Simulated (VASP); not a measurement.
Given:

```
CdF2
1.0
    0.00000     2.72173     2.72173
    2.72173     0.00000     2.72173
    2.72173     2.72173     0.00000
Cd F
1 2
Direct
  0.00000   0.00000   0.00000
  0.25000   0.25000   0.25000
  0.75000   0.75000   0.75000
```

Method: optB88-vdW, VASP's PBE PAW potentials (set 64) (plane waves; VASP 6.6.1). Run with 520 eV cut-off, Gaussian smearing of 0.050 eV, potentials Cd F.

Question: Give the energies of bands 3 to 14 at the high-symmetry points, in eV from the valence-band maximum.

Answer: 
```
band      Γ      X      U      L      W
----  -----  -----  -----  -----  -----
3     -5.50  -5.28  -5.10  -5.19  -4.96
4     -5.50  -4.64  -4.75  -5.19  -4.63
5     -5.50  -4.64  -4.48  -4.36  -4.62
6     -4.42  -4.32  -4.47  -4.36  -4.49
7     -4.42  -4.16  -4.37  -4.18  -4.49
8     -0.89  -3.04  -3.27  -2.64  -3.37
9     -0.89  -2.78  -2.39  -2.14  -2.51
10    -0.89  -2.78  -2.24  -1.71  -1.45
11    -0.53  -0.44  -0.88  -1.71  -1.45
12    -0.53  -0.09  -0.31  -0.41  -0.53
13    -0.53  -0.09  -0.20  -0.41   0.00
14     2.94   7.69   7.65   6.89   7.75
```

The gap is indirect, 2.94 eV, from the valence maximum at W to the conduction minimum at Γ.

Measured: gap 7.80 eV (computed value off by -4.86 eV), as given by Giancarlo Cappellini et al., Physical Review B (2013), arXiv:1302.2571.

The compound is CdF2 in the fluorite structure. It was relaxed first.
